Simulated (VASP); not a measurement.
OSZICAR of a VASP run on C (diamond):

OSZICAR:
```
       N       E                     dE             d eps       ncg     rms          rms(c)
DAV:   1    -0.787691517853E+00   -0.78769E+00   -0.49871E+03   936   0.983E+02
DAV:   2    -0.167537553319E+02   -0.15966E+02   -0.15607E+02  1440   0.108E+02
DAV:   3    -0.168458652847E+02   -0.92110E-01   -0.92110E-01   912   0.106E+01
DAV:   4    -0.168460024766E+02   -0.13719E-03   -0.13719E-03  1280   0.441E-01
DAV:   5    -0.168460025176E+02   -0.40952E-07   -0.40952E-07   936   0.546E-03    0.563E+00
DAV:   6    -0.163659241335E+02    0.48008E+00   -0.38295E-01   928   0.491E+00    0.336E+00
DAV:   7    -0.161996558040E+02    0.16627E+00   -0.45461E-01  1072   0.540E+00    0.728E-01
DAV:   8    -0.162005633014E+02   -0.90750E-03   -0.19039E-03   936   0.521E-01    0.319E-02
DAV:   9    -0.162005928135E+02   -0.29512E-04   -0.24436E-05  1296   0.585E-02    0.313E-02
DAV:  10    -0.162006018644E+02   -0.90509E-05   -0.86364E-06   920   0.353E-02    0.663E-03
DAV:  11    -0.162006017685E+02    0.95919E-07   -0.10175E-07   616   0.304E-03
   1 F= -.16200602E+02 E0= -.16200602E+02  d E =-.162006E+02
       N       E                     dE             d eps       ncg     rms          rms(c)
DAV:   1    -0.162008137752E+02   -0.21191E-03   -0.21559E-02  1056   0.152E+00    0.130E-01
DAV:   2    -0.162005839966E+02    0.22978E-03   -0.19940E-04   992   0.134E-01    0.676E-02
DAV:   3    -0.162004885509E+02    0.95446E-04   -0.19980E-04   968   0.110E-01    0.104E-02
DAV:   4    -0.162004877296E+02    0.82128E-06   -0.41562E-07   832   0.868E-03
   2 F= -.16200488E+02 E0= -.16200488E+02  d E =0.114039E-03
       N       E                     dE             d eps       ncg     rms          rms(c)
DAV:   1    -0.162009128808E+02   -0.42433E-03   -0.65594E-03  1072   0.839E-01    0.722E-02
DAV:   2    -0.162008412106E+02    0.71670E-04   -0.60578E-05   976   0.739E-02    0.374E-02
DAV:   3    -0.162008163619E+02    0.24849E-04   -0.60718E-05   976   0.607E-02    0.577E-03
DAV:   4    -0.162008165424E+02   -0.18058E-06   -0.12506E-07   680   0.478E-03
   3 F= -.16200817E+02 E0= -.16200817E+02  d E =-.214774E-03
```

Task: Which electronic solver shows in the log?

Result: It is blocked Davidson (ALGO = Normal, or the opening steps of other solvers). The INCAR had ALGO = Normal.

Task: Can the final energy be trusted as converged?

Result: Self-consistency was reached. It stopped with EDIFF = 1E-6, NELM = 100, NSW = 60 and EDIFFG = -0.01 after 3 ionic steps (optB86b-vdW, plane waves, VASP's PBE PAW potentials (set 64)).

The compound is C in the diamond structure. This run relaxes it. Symmetry was kept, so distortions that lower it aren't found.
